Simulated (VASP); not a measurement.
Energy against volume of WC (wc). Method: PBE GGA with D4 dispersion, VASP's PBE PAW potentials (set 64) (plane waves; VASP). Numerical set-up: 520 eV cut-off, 14×14×13 Γ-centred mesh, first-order Methfessel-Paxton smearing of 0.10 eV, potentials W_sv C.

Shape and ions are relaxed at each volume.

| V (Å³/atom) | E (eV/atom) |
|---|---|
| 10.056 | -11.69560 |
| 10.368 | -11.70830 |
| 10.679 | -11.69764 |
| 10.990 | -11.66700 |

Problem. Fit these four points and predict the energy of the run at 9.745 Å³/atom.

Solution. A cubic in V^(−2/3), the third-order Birch-Murnaghan form, passes through the four points with V0 = 10.37 Å³/atom and B0 = 398 GPa, and gives -11.6558 eV/atom there. The run gave -11.6555 eV/atom, +0.3 meV/atom from the fit; all five points give B0 = 400 GPa.

The compound is WC in the wc structure. It was relaxed first.
